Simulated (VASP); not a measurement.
Level of theory: optB86b-vdW, VASP's PBE PAW potentials (set 64) (plane waves; VASP).

The input files of a VASP run:

### INCAR
```
! general
SYSTEM   = SnO
PREC     = Accurate
ENCUT    = 520
LREAL    = F
LASPH    = T

! electronic loop
EDIFF    = 1E-7
NELM     = 100
ALGO     = Normal
LMAXMIX  = 4

! smearing
ISMEAR   = 0
SIGMA    = 0.05

! functional
GGA      = MK
LUSE_VDW = T
AGGAC    = 0.0
PARAM1   = 0.1234
PARAM2   = 1.0

! ions
IBRION   = 2
NSW      = 30
ISIF     = 4
EDIFFG   = -0.01

! output
LWAVE    = F
LCHARG   = F
```

KPOINTS:
```
Automatic mesh
0
G
6 6 5
0 0 0
```

File POSCAR:
```
SnO
1
    3.8404248784     0.0000000000     0.0000000000
    0.0000000000     3.8404248784     0.0000000000
    0.0000000000     0.0000000000     4.7888942931
Sn O
2 2
Direct
  0.5000000000   1.0000000000   0.7577726866
  1.0000000000   0.5000000000   0.2422273134
  0.5000000000   0.5000000000   0.0000000000
  0.0000000000   0.0000000000   0.0000000000
```

POTCAR, in this order: Sn_d O (PBE.64 set). Program: vasp_std.

What VASP printed:

OSZICAR:
```
       N       E                     dE             d eps       ncg     rms          rms(c)
DAV:   1     0.398500961041E+03    0.39850E+03   -0.20721E+04  1480   0.253E+03
DAV:   2     0.345178643874E+02   -0.36398E+03   -0.35788E+03  1616   0.576E+02
DAV:   3    -0.152133724629E+02   -0.49731E+02   -0.49432E+02  1696   0.188E+02
DAV:   4    -0.171255006272E+02   -0.19121E+01   -0.19093E+01  1720   0.414E+01
DAV:   5    -0.171778219961E+02   -0.52321E-01   -0.52311E-01  1816   0.676E+00    0.116E+01
DAV:   6    -0.135285430650E+02    0.36493E+01   -0.25219E+01  2448   0.531E+01    0.480E+00
DAV:   7    -0.135094429346E+02    0.19100E-01   -0.24301E+00  1672   0.101E+01    0.252E+00
DAV:   8    -0.135093320285E+02    0.11091E-03   -0.55906E-01  2136   0.537E+00    0.100E+00
DAV:   9    -0.134896746332E+02    0.19657E-01   -0.15604E-01  2232   0.374E+00    0.258E-01
DAV:  10    -0.134916799286E+02   -0.20053E-02   -0.18688E-02  2024   0.120E+00    0.201E-01
DAV:  11    -0.134908143210E+02    0.86561E-03   -0.52753E-03  2232   0.678E-01    0.236E-02
DAV:  12    -0.134908792549E+02   -0.64934E-04   -0.59144E-04  1536   0.152E-01    0.350E-02
DAV:  13    -0.134908768233E+02    0.24316E-05   -0.33912E-05  2248   0.661E-02    0.114E-02
DAV:  14    -0.134908760965E+02    0.72683E-06   -0.33948E-06  1632   0.132E-02    0.446E-03
DAV:  15    -0.134908757551E+02    0.34137E-06   -0.12472E-06  1720   0.811E-03    0.178E-03
DAV:  16    -0.134908758266E+02   -0.71532E-07   -0.30081E-07  1264   0.446E-03
   1 F= -.13490876E+02 E0= -.13490831E+02  d E =-.134909E+02
       N       E                     dE             d eps       ncg     rms          rms(c)
DAV:   1    -0.134908941535E+02   -0.18398E-04   -0.76031E-03  1752   0.589E-01    0.334E-02
DAV:   2    -0.134909084489E+02   -0.14295E-04   -0.28497E-04  2144   0.180E-01    0.174E-02
DAV:   3    -0.134909032045E+02    0.52443E-05   -0.71932E-06  2016   0.377E-02    0.768E-03
DAV:   4    -0.134909023045E+02    0.90006E-06   -0.24680E-06  2136   0.209E-02    0.133E-03
DAV:   5    -0.134909022721E+02    0.32429E-07   -0.53794E-07  1408   0.888E-03
   2 F= -.13490902E+02 E0= -.13490861E+02  d E =-.264454E-04
```

### OUTCAR
```
------------------------ aborting loop because EDIFF is reached ----------------------------------------
  FORCE on cell =-STRESS in cart. coord.  units (eV):
  Direction    XX          YY          ZZ          XY          YZ          ZX
  --------------------------------------------------------------------------------------
  Total       -0.0148042     -0.0148042      0.0174580      0.0000000      0.0000000      0.0000000
  in kB       -0.3358168     -0.3358168      0.3960149      0.0000000      0.0000000      0.0000000
  external PRESSURE =      -0.0918729 kB  Pullay stress =       0.0000000 kB
  volume of cell :       70.63
      direct lattice vectors                 reciprocal lattice vectors
     3.839903603  0.000000000  0.000000000     0.260423204  0.000000000  0.000000000
     0.000000000  3.839903603  0.000000000     0.000000000  0.260423204  0.000000000
     0.000000000  0.000000000  4.790194586     0.000000000  0.000000000  0.208759787
 POSITION                                       TOTAL-FORCE (eV/Angst)
 -----------------------------------------------------------------------------------
      1.91995      0.00000      3.63069         0.000000      0.000000      0.003846
      0.00000      1.91995      1.15951         0.000000     -0.000000     -0.003846
      1.91995      1.91995      0.00000         0.000000      0.000000      0.000000
      0.00000      0.00000      0.00000         0.000000     -0.000000      0.000000
 -----------------------------------------------------------------------------------
    total drift:                                0.000000      0.000000      0.000000
  FREE ENERGIE OF THE ION-ELECTRON SYSTEM (eV)
  ---------------------------------------------------
  free  energy   TOTEN  =       -13.4909022721 eV

  energy  without entropy=      -13.4908194865  energy(sigma->0) =      -13.49086088

 reached required accuracy - stopping structural energy minimisation
```
(Selected blocks of OUTCAR.)

### CONTCAR
```
SnO
   1.00000000000000
     3.8399036033330294    0.0000000000000000    0.0000000000000000
     0.0000000000000000    3.8399036033330294    0.0000000000000000
     0.0000000000000000    0.0000000000000000    4.7901945864887772
  Sn              O
     2     2
Direct
     0.5000000000000000    0.0000000000000000    0.7579418338101813
     0.0000000000000000    0.5000000000000000    0.2420581661898187
     0.5000000000000000    0.5000000000000000    0.0000000000000000
     0.0000000000000000    0.0000000000000000    0.0000000000000000
```

The compound is SnO in the litharge structure. This run relaxes it. Symmetry was kept, so distortions that lower it aren't found.
